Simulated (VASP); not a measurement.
Wanted: the native input for a VASP 6.6.1 run.

| Item | Value |
| --- | --- |
| Task | dielectric tensor |
| Functional | PBE |
| Potentials or basis | VASP PAW PBE potentials, release 64 (Zn, O) |
| Cutoff | 450 eV |
| k mesh | 12 × 12 × 7 |
| Occupations | gaussian, width 0.02 eV |
| Spin | no spin polarisation |
| Further INCAR settings | ALGO = Normal; EDIFF = 1e-08; IBRION = 8 |

The structure of ZnO lies in POSCAR:

```
ZnO                                     
1.0
    3.2862418568      0.0000000000      0.0000000000
   -1.6431209284      2.8459689237      0.0000000000
    0.0000000000      0.0000000000      5.3016915136
  Zn              O             
     2     2
Direct
     0.6666666699999979    0.3333333300000021    0.5005795292746171
     0.3333333300000021    0.6666666699999979    0.0005795292746171
     0.6666666699999979    0.3333333300000021    0.8797304707253844
     0.3333333300000021    0.6666666699999979    0.3797304707253844
```

The cell is a database's computed one.

One way to write it, as run:

INCAR

```
  PREC = Accurate
  ENCUT = 450
  EDIFF = 1E-8
  ISMEAR = 0
  SIGMA = 0.02
  LREAL = F
  LASPH = T
  NELM = 120
  ALGO = Normal
  ISIF = 2
  LWAVE = F
  LCHARG = F
  GGA = PE
  LEPSILON = T
  IBRION = 8
  KPAR = 4
```

KPOINTS

```
regular mesh
0
Gamma
  12 12 7
```

Potentials or basis: VASP PAW PBE potentials, release 64 (Zn, O).

Run with:

```bash
$ cat potpaw_PBE.64/Zn/POTCAR potpaw_PBE.64/O/POTCAR > POTCAR
$ mpirun -np 4 vasp_std > vasp.out
```

It gave:

```json
{
 "Band gap on the k mesh": "0.72 eV, direct",
 "Electronic dielectric tensor (diagonal)": "5.55, 5.55, 5.52",
 "Born charges (mean of the diagonal)": "Zn +2.15; O -2.15 e",
 "Highest phonon frequency at Γ, LO-TO splitting left out": "512 cm⁻¹"
}
```

Run time: 5.6 min on 4 MPI ranks on Intel(R) Xeon(R) 6975P-C (Granite Rapids), on a shared host, peak memory 0.95 GiB a rank.
